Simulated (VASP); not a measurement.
**ZrB2: structure and properties in VASP**

What structure does ZrB2 take at this level, and what are its properties? The steps: relaxing cell and atoms (PBEsol), second relaxation, single point with fields (PBEsol), bands along the symmetry lines (PBEsol), density of states (PBEsol), vibrations at Γ (PBEsol), electric field gradients (PBEsol) and band structure (PBEsol + SOC). The start is a cell from a database of measured crystal structures.

Calculated with VASP 6.6.1; PBEsol; plane waves and PAW (Zr_sv, B), in the first sound run; inputs show where later runs differ.

## (1) The starting structure

Before any relaxation, the start is as follows. Symmetry: P6/mmm, No. 191, hexagonal system. The conventional cell has a = 3.170 Å, b = 3.170 Å, c = 3.533 Å, α = 90.00°, β = 90.00°, γ = 120.00°. Nearest to Zr lie 12 B at 2.54 Å. Nearest to B lie 3 B at 1.83 Å and 6 Zr at 2.54 Å. Farther neighbours are not listed.

As a file:

```xyz
3
Lattice="3.1700 0.0000 0.0000 -1.5850 2.7453 0.0000 0.0000 0.0000 3.5330" Properties=species:S:1:pos:R:3 pbc="T T T"
Zr    0.0000    0.0000    0.0000
B     0.0000    1.8302    1.7665
B     1.5850    0.9151    1.7665
```

## (2) Relaxing cell and atoms (PBEsol)

Properties are meant for the cell that this level of theory prefers, so cell and atoms are relaxed first (ISIF = 3) until forces and stress are small; EDIFFG sets the threshold. PBEsol restores the gradient expansion of exchange and is tuned for the cells of solids.

File INCAR:

```
SYSTEM = ZrB2
PREC = Accurate
ENCUT = 420
EDIFF = 1E-06
NELM = 100
ISMEAR = 0
SIGMA = 0.05
LREAL = .FALSE.
ALGO = Normal
GGA = PS
NBANDS = 15
LASPH = .TRUE.
LORBIT = 11
LWAVE = .FALSE.
LCHARG = .FALSE.
KPAR = 2
IBRION = 2
NSW = 60
ISIF = 3
EDIFFG = -0.01
```

File POSCAR:

```
ZrB2
1.0
    3.1700000000      0.0000000000      0.0000000000
   -1.5850000000      2.7453005300      0.0000000000
    0.0000000000      0.0000000000      3.5330000000
Zr B
1 2
Direct
    0.0000000000      0.0000000000      0.0000000000
    0.3333333333      0.6666666667      0.5000000000
    0.6666666667      0.3333333333      0.5000000000
```

File KPOINTS:

```
Automatic mesh
0
Gamma
8 8 6
0 0 0
```

The projector-augmented-wave data sets are Zr_sv and B (PBE family, release 64).

Run with:

```sh
$ mpirun -np 2 vasp_std
```

Output:

```text
[banner, memory and clock lines left out]
running    2 mpi-ranks, on    1 nodes
 distrk:  each k-point on    1 cores,    2 groups
 distr:  one band on    1 cores,    1 groups

 POSCAR found type information on POSCAR ZrB
 POSCAR found :  2 types and       3 ions
|                                                                             |
|               ----> ADVICE to this user running VASP <----                  |
|                                                                             |
|     You enforced a specific xc type in the INCAR file but a different       |
|     [... a line on the potential file left out ...]
|     I HOPE YOU KNOW WHAT YOU ARE DOING!                                     |
|                                                                             |

 LDA part: xc-table for (Slater+PW92), standard interpolation
 POSCAR, INCAR and KPOINTS ok, starting setup
 FFT: planning ... GRIDC
 FFT: planning ... GRID_SOFT
 FFT: planning ... GRID
 WAVECAR not read
 entering main loop
       N       E                     dE             d eps       ncg     rms          rms(c)
DAV:   1     0.844751607419E+02    0.84475E+02   -0.85884E+03  1200   0.102E+03
DAV:   2    -0.254818623922E+02   -0.10996E+03   -0.10606E+03  1529   0.277E+02
DAV:   3    -0.289025865386E+02   -0.34207E+01   -0.34067E+01  1873   0.423E+01
DAV:   4    -0.289584422927E+02   -0.55856E-01   -0.55851E-01  1395   0.500E+00
DAV:   5    -0.289591701609E+02   -0.72787E-03   -0.72786E-03  1828   0.481E-01    0.222E+01
DAV:   6    -0.264444086414E+02    0.25148E+01   -0.58903E+00  1482   0.167E+01    0.914E+00
DAV:   7    -0.263984887873E+02    0.45920E-01   -0.64878E-01  1769   0.511E+00    0.331E+00
DAV:   8    -0.263974375297E+02    0.10513E-02   -0.86150E-02  1406   0.245E+00    0.474E-01
DAV:   9    -0.263947541988E+02    0.26833E-02   -0.15221E-02  1540   0.929E-01    0.184E-01
DAV:  10    -0.263945254666E+02    0.22873E-03   -0.11450E-03  1440   0.322E-01    0.333E-02
DAV:  11    -0.263945310809E+02   -0.56143E-05   -0.49535E-05  1686   0.657E-02    0.980E-03
DAV:  12    -0.263945296499E+02    0.14310E-05   -0.16842E-06  1156   0.103E-02    0.519E-03
DAV:  13    -0.263945294422E+02    0.20770E-06   -0.38354E-07   691   0.524E-03
   1 F= -.26394529E+02 E0= -.26394174E+02  d E =-.263945E+02
 curvature:   0.00 expect dE= 0.000E+00 dE for cont linesearch  0.000E+00
 trial: gam= 0.00000 g(F)=  0.585E-50 g(S)=  0.250E-01 ort = 0.000E+00 (trialstep = 0.100E+01)
 search vector abs. value=  0.250E-01
 bond charge predicted
       N       E                     dE             d eps       ncg     rms          rms(c)
DAV:   1    -0.265212661909E+02   -0.12674E+00   -0.40531E+00  1406   0.199E+01    0.479E+00
DAV:   2    -0.263999990824E+02    0.12127E+00   -0.30009E-01  1380   0.581E+00    0.120E+00
DAV:   3    -0.263866046069E+02    0.13394E-01   -0.97483E-02  1843   0.228E+00    0.524E-01
DAV:   4    -0.263891331816E+02   -0.25286E-02   -0.37160E-03  1666   0.428E-01    0.229E-01
DAV:   5    -0.263908635328E+02   -0.17304E-02   -0.39636E-03  1852   0.364E-01    0.175E-01
DAV:   6    -0.263911318973E+02   -0.26836E-03   -0.20499E-04  1879   0.113E-01    0.536E-02
DAV:   7    -0.263911533221E+02   -0.21425E-04   -0.30996E-05  1653   0.465E-02    0.158E-02
DAV:   8    -0.263911555876E+02   -0.22654E-05   -0.12310E-06   938   0.120E-02    0.639E-03
DAV:   9    -0.263911562170E+02   -0.62944E-06   -0.37584E-07   670   0.694E-03
   2 F= -.26391156E+02 E0= -.26390794E+02  d E =0.337323E-02
[...]
3 F= -.26400152E+02 E0= -.26399794E+02  d E =-.562208E-02
[...]
4 F= -.26400149E+02 E0= -.26399791E+02  d E =-.561998E-02
 curvature:  -0.21 expect dE=-0.338E-04 dE for cont linesearch -0.788E-06
 ZBRENT: accuracy reached
 trial: gam= 0.01841 g(F)=  0.103E-50 g(S)=  0.158E-03 ort =-0.303E-03 (trialstep = 0.891E+00)
 search vector abs. value=  0.155E-03
 bond charge predicted
       N       E                     dE             d eps       ncg     rms          rms(c)
DAV:   1    -0.264003565129E+02   -0.20750E-03   -0.95452E-03  1221   0.861E-01    0.712E-02
DAV:   2    -0.264002551564E+02    0.10136E-03   -0.18193E-04  1431   0.108E-01    0.381E-02
DAV:   3    -0.264002183514E+02    0.36805E-04   -0.89371E-05  1417   0.753E-02    0.769E-03
DAV:   4    -0.264002183446E+02    0.68762E-08   -0.20109E-06  1126   0.115E-02
   5 F= -.26400218E+02 E0= -.26399855E+02  d E =-.689183E-04
 trial-energy change:   -0.000069  1 .order   -0.000071   -0.000135   -0.000007
 step:   0.9400(harm=  0.9400)  dis= 0.00000  next Energy=   -26.400221 (dE=-0.714E-04)
 reached required accuracy - stopping structural energy minimisation
```

The job ended after 17 s (2 MPI ranks of AMD EPYC 9R45, shared host; peak memory 0.25 GiB).

The logs omit lines about the potential files and the build; timing stands in the text.

From OUTCAR (step 2):

```text
ion  position               nearest neighbor table
   1  0.000  0.000  0.000-   2 2.54   3 2.54   2 2.54   3 2.54   3 2.54   3 2.54   2 2.54   2 2.54
                             3 2.54   3 2.54   2 2.54   2 2.54
   2  0.333  0.667  0.500-   3 1.83   3 1.83   3 1.83   1 2.54   1 2.54   1 2.54   1 2.54   1 2.54
                             1 2.54
   3  0.667  0.333  0.500-   2 1.83   2 1.83   2 1.83   1 2.54   1 2.54   1 2.54   1 2.54   1 2.54
                             1 2.54

  LATTYP: Found a hexagonal cell.
 ALAT       =     3.1700000000
 C/A-ratio  =     1.1145110410

 Subroutine GETGRP returns: Found 24 space group operations
 (whereof 24 operations were pure point group operations)

The static configuration has the point symmetry D_6h.

 Found     40 irreducible k-points:

   k-points           NKPTS =     40   k-points in BZ     NKDIM =     40   number of bands    NBANDS=     15

   dimension x,y,z NGX =    24 NGY =   24 NGZ =   24
   dimension x,y,z NGXF=    48 NGYF=   48 NGZF=   48

   ENCUT  =  420.0 eV  30.87 Ry    5.56 a.u.   5.30  5.30  5.90*2*pi/ulx,y,z

   NELECT =      18.0000    total number of electrons

 k-points in reciprocal lattice and weights: Automatic mesh
   0.00000000  0.00000000  0.00000000       0.003
   0.12500000  0.00000000  0.00000000       0.016
   0.25000000  0.00000000  0.00000000       0.016
   0.37500000  0.00000000  0.00000000       0.016
   0.50000000  0.00000000  0.00000000       0.008
   0.12500000  0.12500000  0.00000000       0.016
   0.25000000  0.12500000  0.00000000       0.031
   0.37500000  0.12500000  0.00000000       0.031
   0.25000000  0.25000000  0.00000000       0.016
[...]
0.25000000  0.25000000  0.50000000       0.016
   0.37500000  0.25000000  0.50000000       0.016

 average (electrostatic) potential at core
       1 -72.3388       2 -21.9161       3 -21.9161

 E-fermi :  10.7953

 k-point     1 :       0.0000    0.0000    0.0000
  band No.  band energies     occupation
    ...
      5      -2.1650      2.00000
      6       7.9321      2.00000
      7       7.9321      2.00000
      8       7.9531      2.00000
      9       8.3101      2.00000
     10      14.0684      0.00000
     11      14.0684      0.00000
     12      14.9019      0.00000
     13      14.9019      0.00000
     14      15.5851      0.00000
    ...

 k-point     2 :       0.1250    0.0000    0.0000
  band No.  band energies     occupation
    ...
      5      -1.8504      2.00000
      6       7.0923      2.00000
      7       7.9399      2.00000
      8       7.9698      2.00000
      9       8.2347      2.00000
     10      13.5174      0.00000
     11      13.8758      0.00000
     12      14.1191      0.00000
     13      14.5079      0.00000
     14      16.6765      0.00000
    ...

 k-point     3 :       0.2500    0.0000    0.0000
  band No.  band energies     occupation
    ...
      5      -0.9831      2.00000
      6       5.4092      2.00000
      7       7.3308      2.00000
      8       7.8467      2.00000
      9       8.5348      2.00000
     10      12.8062      0.00000
     11      13.4564      0.00000
     12      14.1420      0.00000
     13      14.3210      0.00000
     14      17.0617      0.00000
    ...

  Total        0.0164245      0.0164245      0.0099763      0.0000000      0.0000000      0.0000000
  in kB        0.8694673      0.8694673      0.5281170      0.0000000      0.0000000      0.0000000
  external PRESSURE =       0.7556839 kB  Pullay stress =       0.0000000 kB

  energy-cutoff  :      420.00
  volume of cell :       30.27
      direct lattice vectors                 reciprocal lattice vectors
     3.156050871  0.000000000  0.000000000     0.316851673  0.182934399  0.000000000
    -1.578025436  2.733220230  0.000000000    -0.000000000  0.365868798  0.000000000
    -0.000000000 -0.000000000  3.508578514    -0.000000000 -0.000000000  0.285015711

 POSITION                                       TOTAL-FORCE (eV/Angst)
 -----------------------------------------------------------------------------------
     -0.00000      0.00000      0.00000         0.000000      0.000000     -0.000000
     -0.00000      1.82215      1.75429        -0.000000      0.000000     -0.000000
      1.57803      0.91107      1.75429         0.000000     -0.000000      0.000000
 -----------------------------------------------------------------------------------
    total drift:                               -0.000000      0.000000      0.000000

  FREE ENERGIE OF THE ION-ELECTRON SYSTEM (eV)
  ---------------------------------------------------
  free  energy   TOTEN  =       -26.4002183446 eV

  energy  without entropy=      -26.3994923516  energy(sigma->0) =      -26.39985535

 reached required accuracy - stopping structural energy minimisation

 total charge
# of ion       s       p       d       tot
------------------------------------------
    1        2.173   6.032   1.805  10.010
    2        0.665   1.248   0.000   1.913
    3        0.665   1.248   0.000   1.913
--------------------------------------------------
tot          3.503   8.527   1.805  13.836

[... 3 further parts left out ...]
```

CONTCAR:

```
ZrB2
   1.00000000000000
     3.1560508710299073    0.0000000000000000    0.0000000000000000
    -1.5780254355149537    2.7332202299511907    0.0000000000000000
    -0.0000000000000000   -0.0000000000000000    3.5085785144557717
  Zr              B
     1     2
Direct
     0.0000000000000000    0.0000000000000000    0.0000000000000000
     0.3333333332999970    0.6666666667000030    0.5000000000000000
     0.6666666667000030    0.3333333332999970    0.5000000000000000
```

The k-mesh is coarse for a metal. The PAW data sets were made with PBE, which is usual practice but a small mismatch for other functionals. The run keeps the 24 symmetry operations of its start, so it cannot find a distortion of lower symmetry.

Relaxation path:

```tsv
step	energy less that of the first step (eV)	largest force (eV/Å)	pressure (GPa)	volume (Å³)
1	0.0000	0.0000	-3.74	30.75
2	0.0034	0.0000	5.07	29.69
3	-0.0056	0.0000	0.02	30.28
4	-0.0056	0.0000	0.07	30.27
5	-0.0057	0.0000	0.08	30.27
```

```tsv
conventional cell, symmetrised	before	after	change
a (Å)	3.170	3.156	-0.4 %
b (Å)	3.170	3.156	-0.4 %
c (Å)	3.533	3.509	-0.7 %
volume (Å³/atom)	10.25	10.09	-1.6 %
```

The relaxed structure:

```xyz
3
Lattice="3.1561 0.0000 0.0000 -1.5780 2.7332 0.0000 0.0000 0.0000 3.5086" Properties=species:S:1:pos:R:3 pbc="T T T"
Zr    0.0000    0.0000    0.0000
B     0.0000    1.8221    1.7543
B     1.5780    0.9111    1.7543
```

This step gave:

* electrons: 18
* bands: 15
* irreducible k-points: 40
* symmetry operations: 24
* free energy (TOTEN): -26.40 eV
* energy at zero smearing: -26.40 eV
* Fermi energy: 10.80 eV
* pressure: 0.07557 GPa
* metallic: yes
* SCF cycles over all ionic steps: 38

It ends with forces that vanish by symmetry and a pressure of 0.08 GPa. The volume lies -1.6 % from that of the database's start, which holds the thermal and zero-point expansion of its experiment.

## (3) Second relaxation

The basis stayed that of the start cell while the cell moved. A rerun from the cell reached resets it; the error of the finite cutoff stays.

INCAR is that of step 2.

File POSCAR:

```
ZrB2
1.0
    3.1560508710      0.0000000000      0.0000000000
   -1.5780254355      2.7332202300      0.0000000000
    0.0000000000      0.0000000000      3.5085785145
Zr B
1 2
Direct
    0.0000000000      0.0000000000      0.0000000000
    0.3333333333      0.6666666667      0.5000000000
    0.6666666667      0.3333333333      0.5000000000
```

KPOINTS is that of step 2.

Run with:

```sh
$ mpirun -np 2 vasp_std
```

Output:

```text
[banner, memory and clock lines left out]
running    2 mpi-ranks, on    1 nodes
 distrk:  each k-point on    1 cores,    2 groups
 distr:  one band on    1 cores,    1 groups

 POSCAR found type information on POSCAR ZrB
 POSCAR found :  2 types and       3 ions
 [... a notice as in an earlier step ...]

 LDA part: xc-table for (Slater+PW92), standard interpolation
 POSCAR, INCAR and KPOINTS ok, starting setup
 FFT: planning ... GRIDC
 FFT: planning ... GRID_SOFT
 FFT: planning ... GRID
 WAVECAR not read
 entering main loop
       N       E                     dE             d eps       ncg     rms          rms(c)
DAV:   1     0.896319582462E+02    0.89632E+02   -0.86240E+03  1200   0.102E+03
DAV:   2    -0.251304444018E+02   -0.11476E+03   -0.10991E+03  1494   0.278E+02
DAV:   3    -0.289041813940E+02   -0.37737E+01   -0.37527E+01  1857   0.443E+01
DAV:   4    -0.289744695106E+02   -0.70288E-01   -0.70274E-01  1428   0.572E+00
DAV:   5    -0.289766272554E+02   -0.21577E-02   -0.21577E-02  1829   0.668E-01    0.230E+01
DAV:   6    -0.264519406387E+02    0.25247E+01   -0.58392E+00  1460   0.169E+01    0.952E+00
DAV:   7    -0.264033788310E+02    0.48562E-01   -0.65518E-01  1783   0.519E+00    0.341E+00
DAV:   8    -0.264028293739E+02    0.54946E-03   -0.88724E-02  1413   0.251E+00    0.474E-01
DAV:   9    -0.264001446742E+02    0.26847E-02   -0.15032E-02  1511   0.937E-01    0.182E-01
DAV:  10    -0.263999191382E+02    0.22554E-03   -0.10919E-03  1461   0.316E-01    0.345E-02
DAV:  11    -0.263999236621E+02   -0.45239E-05   -0.50047E-05  1713   0.656E-02    0.106E-02
DAV:  12    -0.263999222243E+02    0.14378E-05   -0.17249E-06  1167   0.103E-02    0.510E-03
DAV:  13    -0.263999220185E+02    0.20579E-06   -0.40998E-07   663   0.537E-03
   1 F= -.26399922E+02 E0= -.26399559E+02  d E =-.263999E+02
 curvature:   0.00 expect dE= 0.000E+00 dE for cont linesearch  0.000E+00
 trial: gam= 0.00000 g(F)=  0.937E-50 g(S)=  0.495E-05 ort = 0.000E+00 (trialstep = 0.100E+01)
 search vector abs. value=  0.495E-05
 reached required accuracy - stopping structural energy minimisation
```

The job ended after 5.6 s (2 MPI ranks; peak memory 0.23 GiB).

OUTCAR, selected parts (step 3):

```text
  LATTYP: Found a hexagonal cell.
 ALAT       =     3.1560508710
 C/A-ratio  =     1.1116989738

The static configuration has the point symmetry D_6h.

 Found     40 irreducible k-points:

   ENCUT  =  420.0 eV  30.87 Ry    5.56 a.u.   5.27  5.27  5.86*2*pi/ulx,y,z

   NELECT =      18.0000    total number of electrons

 E-fermi :  10.7953

 k-point     1 :       0.0000    0.0000    0.0000
  band No.  band energies     occupation
    ...
      5      -2.1649      2.00000
      6       7.9320      2.00000
      7       7.9320      2.00000
      8       7.9532      2.00000
      9       8.3100      2.00000
     10      14.0686      0.00000
     11      14.0686      0.00000
     12      14.9019      0.00000
     13      14.9019      0.00000
     14      15.5851      0.00000
    ...

 k-point     2 :       0.1250   -0.0000    0.0000
  band No.  band energies     occupation
    ...
      5      -1.8503      2.00000
      6       7.0922      2.00000
      7       7.9398      2.00000
      8       7.9698      2.00000
      9       8.2348      2.00000
     10      13.5173      0.00000
     11      13.8761      0.00000
     12      14.1191      0.00000
     13      14.5081      0.00000
     14      16.6764      0.00000
    ...

  Total        0.0109979      0.0109979      0.0081044      0.0000000      0.0000000      0.0000000
  in kB        0.5821985      0.5821985      0.4290237      0.0000000      0.0000000      0.0000000
  external PRESSURE =       0.5311402 kB  Pullay stress =       0.0000000 kB

  energy-cutoff  :      420.00
  volume of cell :       30.27
      direct lattice vectors                 reciprocal lattice vectors
     3.156050871  0.000000000  0.000000000     0.316851673  0.182934399  0.000000000
    -1.578025436  2.733220230  0.000000000     0.000000000  0.365868798  0.000000000
     0.000000000  0.000000000  3.508578514     0.000000000  0.000000000  0.285015711

 POSITION                                       TOTAL-FORCE (eV/Angst)
 -----------------------------------------------------------------------------------
      0.00000      0.00000      0.00000         0.000000      0.000000      0.000000
     -0.00000      1.82215      1.75429         0.000000      0.000000      0.000000
      1.57803      0.91107      1.75429        -0.000000      0.000000      0.000000
 -----------------------------------------------------------------------------------
    total drift:                               -0.000000      0.000000      0.000000

  FREE ENERGIE OF THE ION-ELECTRON SYSTEM (eV)
  ---------------------------------------------------
  free  energy   TOTEN  =       -26.3999220185 eV

  energy  without entropy=      -26.3991959697  energy(sigma->0) =      -26.39955899

 total charge
# of ion       s       p       d       tot
------------------------------------------
    1        2.173   6.032   1.805  10.010
    2        0.665   1.248   0.000   1.913
    3        0.665   1.248   0.000   1.913
--------------------------------------------------
tot          3.503   8.528   1.805  13.836

[... 4 parts as in an earlier step ...]

[... 7 further parts left out ...]
```

Little changed from the start: no atom moved by 0.005 Å and no cell edge by 0.1 %.

Numbers from this step:

```yaml
pressure: 0.05311 GPa
scf_cycles_over_all_ionic_steps: 13
```

It ends with forces that vanish by symmetry and a pressure of 0.05 GPa. The volume moved by under 0.01 %: the run met its threshold at the first step.

(Part 1 of 5 ends here.)

[Lines on the potential files, build, host, timing and source positions are cut from VASP's logs without a mark.]

[Logs are printed without paths, hosts, clocks, repeated set-up lines and the standing remarks that a program may print on its own settings, such as how far it seeks lower states.]

[Hosts, paths, dates, database ids (printed as entryN), source tags and the programs' standing remarks are cut or masked in the printed files.]

[Measured values are set beside computed ones only where the two were judged alike; some that the calculation misses by far are left out.]
